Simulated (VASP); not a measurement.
Level of theory: PBE GGA, VASP's PBE PAW potentials (set 64) (plane waves; VASP 6.6.1).

A VASP calculation is set up with these files.

INCAR:
```
ALGO = Normal
EDIFF = 1E-7
ENCUT = 520
GGA = PE
ISIF = 2
ISMEAR = -5
LASPH = T
LCHARG = T
LEFG = T
LORBIT = 11
LREAL = F
LWAVE = F
NEDOS = 601
NELM = 100
PREC = Accurate
SYSTEM = C
```

POSCAR:
```
C
1
    1.2336704860    -2.1367794642     0.0000000000
    1.2336704860     2.1367794642     0.0000000000
    0.0000000000     0.0000000000     7.9271403560
C
4
Direct
  1.0000000000   0.0000000000   0.2500000000
  0.0000000000   1.0000000000   0.7500000000
  0.3333330000   0.6666670000   0.2500000000
  0.6666670000   0.3333330000   0.7500000000
```

File KPOINTS:
```
Automatic mesh
0
Gamma
11 11 3
0 0 0
```

POTCAR, in this order: C (PBE.64 set). Program: vasp_std.

The run wrote:

File OSZICAR:
```
       N       E                     dE             d eps       ncg     rms          rms(c)
DAV:   1     0.575226134709E+02    0.57523E+02   -0.80628E+03   768   0.121E+03
DAV:   2    -0.347645456724E+02   -0.92287E+02   -0.83210E+02  1092   0.237E+02
DAV:   3    -0.392905167169E+02   -0.45260E+01   -0.44865E+01   952   0.540E+01
DAV:   4    -0.393578894784E+02   -0.67373E-01   -0.67267E-01   968   0.754E+00
DAV:   5    -0.393597646225E+02   -0.18751E-02   -0.18744E-02   944   0.121E+00    0.890E+00
DAV:   6    -0.375147210557E+02    0.18450E+01   -0.17827E+00   912   0.922E+00    0.522E+00
DAV:   7    -0.368928245169E+02    0.62190E+00   -0.21187E+00   888   0.101E+01    0.140E+00
DAV:   8    -0.369044172615E+02   -0.11593E-01   -0.69664E-02   872   0.185E+00    0.127E-01
DAV:   9    -0.369042954786E+02    0.12178E-03   -0.16286E-03   968   0.319E-01    0.763E-02
DAV:  10    -0.369046880186E+02   -0.39254E-03   -0.63205E-04   900   0.203E-01    0.400E-02
DAV:  11    -0.369046883953E+02   -0.37671E-06   -0.81980E-06  1092   0.242E-02    0.427E-03
DAV:  12    -0.369046899917E+02   -0.15964E-05   -0.96807E-07   948   0.949E-03    0.292E-03
DAV:  13    -0.369046900410E+02   -0.49275E-07   -0.39403E-07   928   0.556E-03
   1 F= -.36904690E+02 E0= -.36904690E+02  d E =0.000000E+00
```

OUTCAR:
```
------------------------ aborting loop because EDIFF is reached ----------------------------------------
  FORCE on cell =-STRESS in cart. coord.  units (eV):
  Direction    XX          YY          ZZ          XY          YZ          ZX
  --------------------------------------------------------------------------------------
  Total        0.0512535      0.0512535      0.0687545      0.0000000      0.0000000     -0.0000000
  in kB        1.9648464      1.9648455      2.6357625      0.0000000      0.0000000     -0.0000000
  external PRESSURE =       2.1884848 kB  Pullay stress =       0.0000000 kB
  volume of cell :       41.79
      direct lattice vectors                 reciprocal lattice vectors
     1.233670486 -2.136779464  0.000000000     0.405294611 -0.233997007  0.000000000
     1.233670486  2.136779464  0.000000000     0.405294611  0.233997007  0.000000000
     0.000000000  0.000000000  7.927140356     0.000000000  0.000000000  0.126148895
 POSITION                                       TOTAL-FORCE (eV/Angst)
 -----------------------------------------------------------------------------------
      0.00000      0.00000      1.98179         0.000000      0.000000     -0.000000
      0.00000      0.00000      5.94536         0.000000      0.000000     -0.000000
      1.23367      0.71226      1.98179        -0.000000     -0.000000      0.000000
      1.23367     -0.71226      5.94536        -0.000000      0.000000      0.000000
 -----------------------------------------------------------------------------------
    total drift:                               -0.000000     -0.000000      0.000000
  FREE ENERGIE OF THE ION-ELECTRON SYSTEM (eV)
  ---------------------------------------------------
  free  energy   TOTEN  =       -36.9046900410 eV

  energy  without entropy=      -36.9046900410  energy(sigma->0) =      -36.90469004

 total charge

# of ion       s       p       d       tot
------------------------------------------
    1        0.862   1.785   0.000   2.647
    2        0.862   1.785   0.000   2.647
    3        0.862   1.785   0.000   2.647
    4        0.862   1.785   0.000   2.647
--------------------------------------------------
tot          3.449   7.139   0.000  10.589
```
(Selected blocks of OUTCAR.)

Without a dispersion term in the relaxation, distances and binding between the weakly bound layers, chains or molecules are unreliable, and so is what depends on them.

The compound is C in the graphite structure. It was relaxed first, which changed the volume by +19 %.
